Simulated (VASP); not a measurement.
# BaZnPF: phonons from a supercell, part 3 of 4

Aim: the phonon dispersion and thermal properties of BaZnPF. The start is a cell from a database of measured crystal structures.

VASP 6.6.1; LDA; plane waves and PAW (Ba_sv, Zn, P, F).

So far. Step 3 (Relax the host again, on a new basis): The start already met the threshold, so nothing moved. Step 4 (Tight relaxation): The run ended after 5 ionic steps, 0.000 eV below its first step, once forces and stress met EDIFFG = -0.002. The relaxed cell has a = 4.063, c = 9.292 Å (conventional setting).

## 5. Born charges and dielectric tensor

In a polar insulator long-range dipole fields split longitudinal from transverse optical modes; these two tensors supply that term.

Contents of INCAR:

```
SYSTEM = BaZnPF
PREC = Accurate
ENCUT = 480
EDIFF = 1E-08
NELM = 120
ISMEAR = 0
SIGMA = 0.05
LREAL = .FALSE.
ALGO = Normal
GGA = CA
NBANDS = 42
LWAVE = .FALSE.
LCHARG = .FALSE.
KPAR = 4
LASPH = .TRUE.
LEPSILON = .TRUE.
```

Contents of POSCAR:

```
BaZnPF
1.0
    4.0633762016      0.0000000000      0.0000000000
    0.0000000000      4.0633762016      0.0000000000
    0.0000000000      0.0000000000      9.2920739892
Ba Zn P F
2 2 2 2
Direct
    0.0000000000      0.5000000000      0.6709284882
    0.5000000000      0.0000000000      0.3290715118
    0.0000000000      0.0000000000      0.0000000000
    0.5000000000      0.5000000000      0.0000000000
    0.5000000000      0.0000000000      0.8509649393
    0.0000000000      0.5000000000      0.1490350607
    0.0000000000      0.0000000000      0.5000000000
    0.5000000000      0.5000000000      0.5000000000
```

Contents of KPOINTS:

```
Automatic mesh
0
Gamma
7 7 3
0 0 0
```

The projector-augmented-wave data sets are Ba_sv, Zn, P and F (LDA family, release 64).

On the command line:

```sh
$ mpirun -np 4 vasp_std
```

The program printed:

```text
[... set-up lines as in an earlier step ...]
 entering main loop
       N       E                     dE             d eps       ncg     rms          rms(c)
DAV:   1     0.643595407584E+03    0.64360E+03   -0.30155E+04  1680   0.165E+03
DAV:   2     0.393109777948E+02   -0.60428E+03   -0.57432E+03  1810   0.409E+02
DAV:   3    -0.393853198034E+02   -0.78696E+02   -0.77774E+02  1946   0.159E+02
DAV:   4    -0.435041467535E+02   -0.41188E+01   -0.41070E+01  2304   0.313E+01
DAV:   5    -0.436441934338E+02   -0.14005E+00   -0.13998E+00  2408   0.568E+00    0.128E+01
DAV:   6    -0.403725552767E+02    0.32716E+01   -0.13515E+01  2248   0.488E+01    0.883E+00
DAV:   7    -0.403704759380E+02    0.20793E-02   -0.31240E+00  1974   0.106E+01    0.473E+00
DAV:   8    -0.403038101549E+02    0.66666E-01   -0.20689E-01  2088   0.275E+00    0.125E+00
DAV:   9    -0.402932647361E+02    0.10545E-01   -0.39872E-02  2584   0.178E+00    0.237E-01
DAV:  10    -0.402938059934E+02   -0.54126E-03   -0.74035E-03  2014   0.429E-01    0.192E-01
DAV:  11    -0.402938722392E+02   -0.66246E-04   -0.13153E-03  2152   0.279E-01    0.661E-02
DAV:  12    -0.402937930598E+02    0.79179E-04   -0.53890E-04  2376   0.233E-01    0.155E-02
DAV:  13    -0.402937964063E+02   -0.33465E-05   -0.62251E-05  2072   0.383E-02    0.989E-03
DAV:  14    -0.402937966435E+02   -0.23724E-06   -0.61518E-06  2392   0.140E-02    0.200E-03
DAV:  15    -0.402937966071E+02    0.36461E-07   -0.74457E-07  1960   0.436E-03    0.105E-03
DAV:  16    -0.402937966120E+02   -0.49540E-08   -0.10083E-07  2160   0.165E-03    0.397E-04
DAV:  17    -0.402937966114E+02    0.64938E-09   -0.17953E-08  1456   0.998E-04
   1 F= -.40293797E+02 E0= -.40293796E+02  d E =-.628647E-06
 Linear response reoptimize wavefunctions to high precision
DAV:   1    -0.402937966115E+02   -0.17553E-09   -0.27902E-09  1176   0.518E-04
DAV:   2    -0.402937966116E+02   -0.33651E-10   -0.49788E-10  1046   0.125E-04
 Linear response G [H, r] |phi>, progress :
  Direction:   1
       N       E                     dE             d eps       ncg     rms
RMM:   1    -0.203033125743E+03   -0.20303E+03    0.11120E+03  3414   0.114E+02
RMM:   2    -0.196677381912E+03    0.63557E+01   -0.82831E+01  2999   0.337E+01
RMM:   3    -0.197691560392E+03   -0.10142E+01   -0.14330E+01  3552   0.101E+01
RMM:   4    -0.198067798896E+03   -0.37624E+00   -0.35471E+00  3942   0.359E+00
RMM:   5    -0.198126382399E+03   -0.58584E-01   -0.60294E-01  4070   0.142E+00
RMM:   6    -0.198139795852E+03   -0.13413E-01   -0.14320E-01  4185   0.624E-01
RMM:   7    -0.198142480585E+03   -0.26847E-02   -0.22736E-02  4192   0.289E-01
RMM:   8    -0.198143969488E+03   -0.14889E-02   -0.16451E-02  4288   0.140E-01
RMM:   9    -0.198143713638E+03    0.25585E-03    0.48884E-03  4264   0.744E-02
RMM:  10    -0.198143602210E+03    0.11143E-03   -0.77649E-03  4215   0.452E-02
RMM:  11    -0.198143562803E+03    0.39407E-04   -0.24157E-03  4151   0.315E-02
RMM:  12    -0.198143521194E+03    0.41609E-04   -0.11240E-03  4121   0.243E-02
RMM:  13    -0.198143564746E+03   -0.43552E-04   -0.18844E-03  4080   0.204E-02
RMM:  14    -0.198143565166E+03   -0.42037E-06   -0.18751E-03  4038   0.182E-02
RMM:  15    -0.198143563534E+03    0.16327E-05   -0.13496E-03  3996   0.169E-02
RMM:  16    -0.198143558287E+03    0.52465E-05   -0.13139E-03  3947   0.162E-02
RMM:  17    -0.198143566197E+03   -0.79102E-05   -0.13191E-03  3966   0.158E-02
RMM:  18    -0.198143565625E+03    0.57254E-06   -0.13447E-03  3969   0.155E-02
 Linear response G [H, r] |phi>, progress :
  Direction:   2
       N       E                     dE             d eps       ncg     rms
RMM:   1    -0.227716328687E+03   -0.22772E+03    0.91130E+02  3496   0.112E+02
RMM:   2    -0.229389621440E+03   -0.16733E+01   -0.70765E+01  2897   0.317E+01
RMM:   3    -0.230328851609E+03   -0.93923E+00   -0.12301E+01  3400   0.948E+00
RMM:   4    -0.230561608033E+03   -0.23276E+00   -0.22371E+00  3739   0.298E+00
RMM:   5    -0.230611329304E+03   -0.49721E-01   -0.43661E-01  3920   0.114E+00
RMM:   6    -0.230620733845E+03   -0.94045E-02   -0.76916E-02  3970   0.473E-01
RMM:   7    -0.230622590438E+03   -0.18566E-02   -0.12525E-02  4070   0.217E-01
RMM:   8    -0.230623128621E+03   -0.53818E-03   -0.12343E-02  4129   0.105E-01
RMM:   9    -0.230623277489E+03   -0.14887E-03    0.20685E-02  4129   0.554E-02
RMM:  10    -0.230623285471E+03   -0.79819E-05   -0.54132E-03  4088   0.339E-02
RMM:  11    -0.230623219333E+03    0.66137E-04   -0.89665E-04  4045   0.239E-02
RMM:  12    -0.230623265143E+03   -0.45810E-04    0.83934E-04  4049   0.189E-02
RMM:  13    -0.230623244354E+03    0.20788E-04   -0.12357E-03  4030   0.162E-02
RMM:  14    -0.230623251507E+03   -0.71527E-05   -0.13824E-06  3971   0.148E-02
RMM:  15    -0.230623254999E+03   -0.34917E-05   -0.98368E-05  3958   0.139E-02
RMM:  16    -0.230623256168E+03   -0.11695E-05    0.14024E-04  3939   0.135E-02
RMM:  17    -0.230623256819E+03   -0.65053E-06   -0.51912E-06  3938   0.132E-02
RMM:  18    -0.230623257213E+03   -0.39443E-06    0.16030E-04  3922   0.130E-02
 Linear response G [H, r] |phi>, progress :
  Direction:   3
       N       E                     dE             d eps       ncg     rms
RMM:   1    -0.217689596505E+03   -0.21769E+03    0.10621E+03  3410   0.112E+02
RMM:   2    -0.211454950747E+03    0.62346E+01   -0.77195E+01  3062   0.313E+01
RMM:   3    -0.212721245859E+03   -0.12663E+01   -0.13394E+01  3457   0.975E+00
RMM:   4    -0.213097383862E+03   -0.37614E+00   -0.25751E+00  3748   0.328E+00
RMM:   5    -0.213149032908E+03   -0.51649E-01   -0.39270E-01  3878   0.125E+00
RMM:   6    -0.213159990111E+03   -0.10957E-01   -0.80171E-02  3950   0.526E-01
RMM:   7    -0.213161955706E+03   -0.19656E-02   -0.20224E-02  4039   0.235E-01
RMM:   8    -0.213162387455E+03   -0.43175E-03   -0.67193E-03  4093   0.114E-01
RMM:   9    -0.213162475787E+03   -0.88332E-04   -0.35297E-04  4085   0.593E-02
RMM:  10    -0.213162499413E+03   -0.23626E-04    0.91630E-04  4009   0.370E-02
RMM:  11    -0.213162505239E+03   -0.58257E-05   -0.21211E-04  3949   0.258E-02
RMM:  12    -0.213162508757E+03   -0.35187E-05   -0.37358E-04  3928   0.204E-02
RMM:  13    -0.213162508453E+03    0.30454E-06   -0.64273E-04  3896   0.176E-02
RMM:  14    -0.213162508862E+03   -0.40878E-06   -0.44914E-04  3884   0.160E-02
RMM:  15    -0.213162508492E+03    0.36952E-06   -0.29765E-04  3879   0.152E-02
RMM:  16    -0.213162508603E+03   -0.11133E-06   -0.31048E-04  3854   0.147E-02
RMM:  17    -0.213162508608E+03   -0.47824E-08   -0.54694E-04  3830   0.144E-02
RMM:  18    -0.213162509113E+03   -0.50457E-06   -0.38460E-04  3797   0.142E-02
[...]
RMM:   9    -0.521113654203E+01   -0.12572E-05   -0.56412E-05  3929   0.448E-03
RMM:  10    -0.521113693737E+01   -0.39534E-06   -0.86643E-05  3753   0.281E-03
RMM:  11    -0.521113703735E+01   -0.99985E-07   -0.12887E-05  3610   0.200E-03
RMM:  12    -0.521113706299E+01   -0.25642E-07   -0.12002E-05  3443   0.158E-03
RMM:  13    -0.521113707114E+01   -0.81500E-08   -0.16206E-05  3274   0.135E-03
RMM:  14    -0.521113707247E+01   -0.13259E-08   -0.17391E-05  3169   0.122E-03
RMM:  15    -0.521113708111E+01   -0.86398E-08   -0.14711E-05  3135   0.115E-03
RMM:  16    -0.521113709210E+01   -0.10995E-07   -0.64127E-06  3107   0.111E-03
RMM:  17    -0.521113711066E+01   -0.18559E-07   -0.77962E-06  3071   0.109E-03
RMM:  18    -0.521113708987E+01    0.20795E-07   -0.10618E-05  3065   0.108E-03
 change of polarisation eV/A/(eV/A) component  2 :     0.451    10.422     0.066
 dielectric tensor                  component  2 :     0.532    13.292     0.078
 Linear response to external field (no local field effect), progress :
  Direction:   3
       N       E                     dE             d eps       ncg     rms          rms(c)
RMM:   1    -0.248824921601E+01   -0.24882E+01   -0.95126E+00  3180   0.512E+00
RMM:   2    -0.262793367899E+01   -0.13968E+00   -0.22855E-01  3233   0.145E+00
RMM:   3    -0.264164254185E+01   -0.13709E-01   -0.73104E-02  3711   0.465E-01
RMM:   4    -0.264371462646E+01   -0.20721E-02   -0.95060E-03  3917   0.162E-01
RMM:   5    -0.264409118942E+01   -0.37656E-03   -0.22479E-03  3997   0.660E-02
RMM:   6    -0.264415394682E+01   -0.62757E-04   -0.50681E-04  4055   0.282E-02
RMM:   7    -0.264416862901E+01   -0.14682E-04   -0.28089E-04  4034   0.136E-02
RMM:   8    -0.264417205364E+01   -0.34246E-05   -0.57004E-05  3941   0.692E-03
RMM:   9    -0.264417300841E+01   -0.95477E-06   -0.66896E-05  3790   0.382E-03
RMM:  10    -0.264417319648E+01   -0.18807E-06   -0.36600E-05  3653   0.246E-03
RMM:  11    -0.264417326395E+01   -0.67465E-07   -0.19764E-05  3414   0.178E-03
RMM:  12    -0.264417328078E+01   -0.16840E-07   -0.97088E-06  3263   0.147E-03
RMM:  13    -0.264417328910E+01   -0.83192E-08   -0.12769E-05  3105   0.130E-03
RMM:  14    -0.264417329344E+01   -0.43406E-08   -0.87066E-06  3027   0.121E-03
RMM:  15    -0.264417329255E+01    0.89675E-09   -0.10272E-05  2984   0.116E-03
RMM:  16    -0.264417329430E+01   -0.17504E-08   -0.12437E-05  2932   0.114E-03
RMM:  17    -0.264417329721E+01   -0.29082E-08   -0.81004E-06  2905   0.112E-03
 change of polarisation eV/A/(eV/A) component  3 :     0.034     0.066     5.288
 dielectric tensor                  component  3 :     0.040     0.078     7.237
 Linear response to external field, progress :
  Direction:   1
       N       E                     dE             d eps       ncg     rms          rms(c)
RMM:   1    -0.342662036785E+01   -0.34266E+01   -0.15695E+01  5013   0.502E+00
RMM:   2    -0.379389376867E+01   -0.36727E+00   -0.33876E-01  5442   0.136E+00    0.267E+00
RMM:   3    -0.356549628682E+01    0.22840E+00   -0.40746E-01  4879   0.172E+00    0.134E+00
RMM:   4    -0.361031396993E+01   -0.44818E-01   -0.25942E-01  4959   0.141E+00    0.414E-01
RMM:   5    -0.365257764645E+01   -0.42264E-01   -0.23935E-02  5467   0.448E-01    0.931E-02
RMM:   6    -0.365406874848E+01   -0.14911E-02   -0.47771E-03  5810   0.178E-01    0.475E-02
RMM:   7    -0.365670191538E+01   -0.26332E-02   -0.13718E-03  5604   0.728E-02    0.115E-02
RMM:   8    -0.365690176557E+01   -0.19985E-03   -0.40376E-04  6408   0.328E-02    0.602E-03
RMM:   9    -0.365696569454E+01   -0.63929E-04   -0.34019E-04  6056   0.164E-02    0.232E-03
RMM:  10    -0.365703430107E+01   -0.68607E-04   -0.14973E-04  6408   0.875E-03    0.216E-03
RMM:  11    -0.365701304948E+01    0.21252E-04   -0.62272E-05  5966   0.518E-03    0.230E-04
RMM:  12    -0.365700839607E+01    0.46534E-05   -0.26193E-05  6578   0.283E-03    0.285E-04
RMM:  13    -0.365700767675E+01    0.71932E-06   -0.19727E-05  6191   0.188E-03    0.546E-05
RMM:  14    -0.365700583172E+01    0.18450E-05   -0.15518E-05  6199   0.144E-03    0.528E-05
RMM:  15    -0.365700574897E+01    0.82753E-07   -0.10853E-05  5669   0.123E-03    0.259E-05
RMM:  16    -0.365700592901E+01   -0.18004E-06   -0.10416E-05  5642   0.113E-03    0.158E-05
RMM:  17    -0.365700586294E+01    0.66064E-07   -0.95196E-06  5191   0.107E-03    0.978E-06
 change of polarisation eV/A/(eV/A) component  1 :     6.954     0.101    -0.019
 dielectric tensor                  component  1 :     9.202     0.119    -0.022
 Linear response to external field, progress :
  Direction:   2
       N       E                     dE             d eps       ncg     rms          rms(c)
RMM:   1    -0.342661487139E+01   -0.34266E+01   -0.15695E+01  5013   0.502E+00
RMM:   2    -0.379389313023E+01   -0.36728E+00   -0.33880E-01  5439   0.136E+00    0.267E+00
RMM:   3    -0.356547124056E+01    0.22842E+00   -0.40769E-01  4879   0.172E+00    0.134E+00
RMM:   4    -0.361029981309E+01   -0.44829E-01   -0.25954E-01  4957   0.141E+00    0.414E-01
RMM:   5    -0.365259748435E+01   -0.42298E-01   -0.23948E-02  5466   0.448E-01    0.932E-02
RMM:   6    -0.365406119082E+01   -0.14637E-02   -0.47394E-03  5809   0.177E-01    0.474E-02
RMM:   7    -0.365669597199E+01   -0.26348E-02   -0.12438E-03  5608   0.726E-02    0.116E-02
RMM:   8    -0.365689458692E+01   -0.19861E-03   -0.36048E-04  6404   0.327E-02    0.600E-03
RMM:   9    -0.365696031428E+01   -0.65727E-04   -0.17178E-04  6050   0.164E-02    0.231E-03
RMM:  10    -0.365702482857E+01   -0.64514E-04   -0.10528E-04  6414   0.865E-03    0.208E-03
RMM:  11    -0.365700839996E+01    0.16429E-04   -0.47675E-05  5993   0.508E-03    0.229E-04
RMM:  12    -0.365700260159E+01    0.57984E-05   -0.13531E-05  6567   0.279E-03    0.284E-04
RMM:  13    -0.365700223731E+01    0.36428E-06    0.21298E-06  6214   0.186E-03    0.525E-05
RMM:  14    -0.365700026543E+01    0.19719E-05    0.49837E-06  6151   0.143E-03    0.380E-05
RMM:  16    -0.365700028478E+01   -0.23588E-06    0.56770E-07  5586   0.113E-03    0.739E-06
 change of polarisation eV/A/(eV/A) component  2 :     0.098     6.954     0.046
 dielectric tensor                  component  2 :     0.115     9.202     0.055
 Linear response to external field, progress :
  Direction:   3
       N       E                     dE             d eps       ncg     rms          rms(c)
RMM:   1    -0.248824921601E+01   -0.24882E+01   -0.95126E+00  3180   0.512E+00
RMM:   2    -0.262793420428E+01   -0.13968E+00   -0.22856E-01  3230   0.145E+00    0.279E+00
RMM:   3    -0.183991092468E+01    0.78802E+00   -0.14114E+00  2970   0.249E+00    0.115E+00
RMM:   4    -0.177687011126E+01    0.63041E-01   -0.34703E-01  3148   0.140E+00    0.649E-01
RMM:   5    -0.179638290875E+01   -0.19513E-01   -0.69372E-02  3164   0.685E-01    0.242E-01
RMM:   6    -0.180507416515E+01   -0.86913E-02   -0.13994E-02  3457   0.231E-01    0.120E-01
RMM:   7    -0.180929962999E+01   -0.42255E-02   -0.42103E-03  3365   0.109E-01    0.344E-02
RMM:   8    -0.181019041979E+01   -0.89079E-03   -0.15994E-03  3788   0.399E-02    0.916E-03
RMM:   9    -0.181020384418E+01   -0.13424E-04   -0.77687E-04  3822   0.160E-02    0.353E-03
RMM:  10    -0.181025658133E+01   -0.52737E-04   -0.47806E-04  3776   0.766E-03    0.198E-03
RMM:  11    -0.181023569019E+01    0.20891E-04   -0.21263E-04  3843   0.416E-03    0.477E-04
RMM:  12    -0.181024417694E+01   -0.84867E-05   -0.20640E-04  3943   0.247E-03    0.183E-04
RMM:  13    -0.181024022197E+01    0.39550E-05   -0.15734E-04  3930   0.169E-03    0.779E-05
RMM:  14    -0.181023531307E+01    0.49089E-05   -0.10443E-04  3901   0.137E-03    0.631E-05
RMM:  15    -0.181022787950E+01    0.74336E-05   -0.38284E-05  3578   0.122E-03    0.176E-05
RMM:  16    -0.181022821668E+01   -0.33718E-06   -0.53968E-05  3314   0.114E-03    0.129E-05
RMM:  17    -0.181022522122E+01    0.29955E-05   -0.25890E-05  3122   0.110E-03    0.550E-06
 change of polarisation eV/A/(eV/A) component  3 :     0.037     0.060     3.409
 dielectric tensor                  component  3 :     0.043     0.071     5.020
 Born effective charges drift removed
```

The job ended after 8.7 min (4 MPI ranks of Intel Xeon 6975P-C (Granite Rapids), shared host; peak memory 2.2 GiB).

From OUTCAR (step 5):

```text
   ENCUT  =  480.0 eV  35.28 Ry    5.94 a.u.   7.26  7.26 16.60*2*pi/ulx,y,z

   NELECT =      68.0000    total number of electrons

  Total       -0.0149681     -0.0149681     -0.0089886      0.0000000      0.0000000     -0.0000000
  in kB       -0.1563115     -0.1563115     -0.0938673      0.0000000      0.0000000     -0.0000000
  external PRESSURE =      -0.1354968 kB  Pullay stress =       0.0000000 kB

 POSITION                                       TOTAL-FORCE (eV/Angst)
 -----------------------------------------------------------------------------------
      0.00000      2.03169      6.23432        -0.000000      0.000000     -0.000825
      2.03169      0.00000      3.05776        -0.000000      0.000000      0.000825
      0.00000      0.00000      0.00000        -0.000000     -0.000000      0.000000
      2.03169      2.03169      0.00000         0.000000      0.000000      0.000000
      2.03169      0.00000      7.90723         0.000000      0.000000      0.000284
      0.00000      2.03169      1.38484         0.000000     -0.000000     -0.000284
      0.00000      0.00000      4.64604        -0.000000      0.000000      0.000000
      2.03169      2.03169      4.64604        -0.000000     -0.000000      0.000000
 -----------------------------------------------------------------------------------
    total drift:                                0.000000      0.000000      0.000000

 MACROSCOPIC STATIC DIELECTRIC TENSOR (including local field effects in DFT)
 ------------------------------------------------------
           9.201962     0.000000     0.000000
           0.000000     9.201962     0.000000
           0.000000     0.000000     5.020339
 ------------------------------------------------------

 PIEZOELECTRIC TENSOR (including local field effects)  for field in x, y, z        (C/m^2)
          XX          YY          ZZ          XY          YZ          ZX
  --------------------------------------------------------------------------------
  x     0.00000     0.00000     0.00000     0.00000     0.00000     0.00000
  y     0.00000     0.00000    -0.00000     0.00000     0.00000     0.00000
  z     0.00000     0.00000     0.00000     0.00000     0.00000     0.00000

 BORN EFFECTIVE CHARGES (including local field effects) (in |e|, cummulative output)
 ---------------------------------------------------------------------------------
 ion    1
    1     2.72594     0.00000    -0.00000
    2     0.00000     2.72594     0.00000
    3     0.00000     0.00000     3.69079
 ion    2
    1     2.72594     0.00000     0.00000
    2     0.00000     2.72594     0.00000
    3     0.00000     0.00000     3.69079
 ion    3
    1     2.21689     0.00000     0.00000
    2     0.00000     2.21689     0.00000
    3     0.00000     0.00000     0.43609
 ion    4
    1     2.21689     0.00000     0.00000
    2     0.00000     2.21689     0.00000
    3     0.00000     0.00000     0.43609
 ion    5
    1    -3.56771     0.00000     0.00000
    2     0.00000    -3.56771    -0.00000
    3     0.00000     0.00000    -1.47150
 ion    6
    1    -3.56771     0.00000     0.00000
    2     0.00000    -3.56771     0.00000
    3     0.00000     0.00000    -1.47150
[...]
2     0.00000    -1.37513     0.00000
    3     0.00000     0.00000    -2.65537

[... 5 parts as in an earlier step ...]

[... 5 further parts left out ...]
```

Energies printed during the response cycles are not total energies of the cell. With a direct gap this small, the dielectric response converges slowly with the mesh, so tensor and charges are uncertain; a mesh that holds the point of the least gap tends to give too large a tensor.

Numbers from this step:

```yaml
pressure: -0.01355 GPa
```

Electronic dielectric tensor with local fields:

```
9.20 0.00 0.00
0.00 9.20 0.00
0.00 0.00 5.02
```

Born effective charge (e), principal values of the symmetric part by kind of site:

```csv
atom,atoms with these values,low,middle,high,mean
Ba1,2,2.73,2.73,3.69,3.05
Zn3,2,0.44,2.22,2.22,1.62
P5,2,-3.57,-3.57,-1.47,-2.87
F7,2,-2.66,-1.38,-1.38,-1.80
```

In full for F7:

```
-1.38  0.00  0.00
 0.00 -1.38  0.00
 0.00  0.00 -2.66
```

(Continued in part 4 of 4.)

[Lines on the potential files, build, host, timing and source positions are cut from VASP's logs without a mark.]

[Logs are printed without paths, hosts, clocks, repeated set-up lines and the standing remarks that a program may print on its own settings, such as how far it seeks lower states.]

[Hosts, paths, dates, database ids (printed as entryN), source tags and the programs' standing remarks are cut or masked in the printed files.]

[Runs that stopped without an error message from VASP are left out.]
